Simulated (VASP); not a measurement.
Level of theory: PBEsol GGA, VASP's PBE PAW potentials (set 64) (plane waves; VASP 6.6.1).

VASP ran on this input.

KPOINTS:
```
Regular mesh
0
Gamma
6 6 1
```

**INCAR**
```
ALGO=Normal
DIPOL=0.5 0.5 0.5
EDIFF=1E-5
EDIFFG=-0.03
ENCUT=450
GGA=PS
IBRION=2
IDIPOL=3
ISIF=2
ISMEAR=0
LASPH=.TRUE.
LCHARG=.FALSE.
LDIPOL=.TRUE.
LREAL=.FALSE.
LWAVE=.TRUE.
NELM=100
NELMIN=4
NSW=50
PREC=Normal
SIGMA=0.05
SYSTEM=LiCl(100) slab
```

### POSCAR
```
LiCl(100) slab
1
    3.5793243777     0.0000000000     0.0000000000
    0.0000000000     3.5793243777    -0.0000000000
   -0.0000000000    -0.0000000000    24.8960237404
Li Cl
4 4
Direct
  0.0000000000   0.5000000000   0.3475080000
  0.5000000000   0.0000000000   0.4491690000
  0.0000000000   0.5000000000   0.5508310000
  0.5000000000   0.0000000000   0.6524920000
  0.0000000000   0.5000000000   0.4491690000
  0.5000000000   0.0000000000   0.3475080000
  0.0000000000   0.5000000000   0.6524920000
  0.5000000000   0.0000000000   0.5508310000
```

POTCAR, in this order: Li_sv Cl (PBE.64 set). Program: vasp_std.

What does the run give for the energy per atom (σ→0)?

* **energy per atom (σ→0)**: -3789 meV/atom

File OSZICAR:
```
...
       N       E                     dE             d eps       ncg     rms          rms(c)
DAV:   1    -0.303093008426E+02    0.10041E-02   -0.94160E-01   500   0.640E+00    0.196E-01
DAV:   2    -0.303107649093E+02   -0.14641E-02   -0.16761E-02   635   0.848E-01    0.694E-02
DAV:   3    -0.303107150910E+02    0.49818E-04   -0.87774E-04   806   0.165E-01    0.442E-02
DAV:   4    -0.303107568411E+02   -0.41750E-04   -0.12606E-04   725   0.618E-02    0.158E-02
DAV:   5    -0.303107944471E+02   -0.37606E-04   -0.26740E-05   566   0.331E-02    0.419E-03
DAV:   6    -0.303107953253E+02   -0.87822E-06   -0.48828E-06   471   0.146E-02
  10 F= -.30310795E+02 E0= -.30310795E+02  d E =-.238247E-02
```

The cell is a thin slab with vacuum, built from LiCl (rock salt): (100) face.
